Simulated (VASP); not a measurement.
VASP input:

File KPOINTS:
```
kpoints
0
G
12 12 12
0 0 0
```

File POSCAR:
```
HfN
1
    2.8143514706     0.0000000000     0.0000000000
    0.0000000000     2.8143514706     0.0000000000
   -0.0000000000     0.0000000000     2.8143514706
Hf N
1 1
Direct
  0.0000000000   0.0000000000   0.0000000000
  0.5000000000   0.5000000000   0.5000000000
```

**INCAR**
```
! general
SYSTEM   =  HfN
PREC     =  Accurate
ENCUT    =  520
LREAL    =  .False.
LASPH    =  .True.   ! aspherical one-centre terms

! electronic loop
EDIFF    =  1E-6
NELM     =  100   ! most electronic steps
ALGO     =  Normal
LMAXMIX  =  6   ! l cut-off of mixed one-centre charges

! smearing
ISMEAR   =  1   ! Methfessel-Paxton
SIGMA    =  0.1

! functional
GGA      =  PE   ! PBE

! ions
IBRION   =  2
NSW      =  60
ISIF     =  3   ! ions, shape and volume
EDIFFG   =  -0.01   ! ionic stop

! output
LWAVE    =  .False.
LCHARG   =  .False.
```

POTCAR, in this order: Hf_pv N (PBE.64 set). Program: vasp_std.

Problem. Translate this PBE calculation to Quantum ESPRESSO's pw.x.

Solution. One equivalent input (not run):
```
&CONTROL
  calculation = 'vc-relax'
  pseudo_dir = './pseudo'
  outdir = './out'
  tprnfor = .true.
  tstress = .true.
  nstep = 60
  forc_conv_thr = 0.00039
/
&SYSTEM
  ibrav = 0
  nat = 2
  ntyp = 2
  ecutwfc = 84
  occupations = 'smearing'
  smearing = 'methfessel-paxton'
  degauss = 0.00735
  input_dft = 'pbe'
/
&ELECTRONS
  conv_thr = 7.3e-08
  electron_maxstep = 100
/
&IONS
/
&CELL
/
ATOMIC_SPECIES
  Hf 178.490 Hf.upf
  N 14.007 N.upf
CELL_PARAMETERS angstrom
     2.8143515    0.0000000    0.0000000
     0.0000000    2.8143515    0.0000000
    -0.0000000    0.0000000    2.8143515
ATOMIC_POSITIONS crystal
  Hf   0.0000000  0.0000000  0.0000000
  N    0.5000000  0.5000000  0.5000000
K_POINTS automatic
  12 12 12 0 0 0
```
The two are equivalent in intent, not identical: the potentials are each code's own (VASP's PAW set, PseudoDojo norm-conserving files in pw.x), so ENCUT and ecutwfc are chosen apart and not converted; conv_thr bounds pw.x's estimated SCF error, while EDIFF bounds the energy change between steps; forc_conv_thr acts on force components and is met together with etot_conv_thr.

The structure was generated: HfN was put into the CsCl type type (Pm-3m), which need not be its known phase. It was relaxed first, which changed the volume by -32 %. The start is the result of an earlier pass.
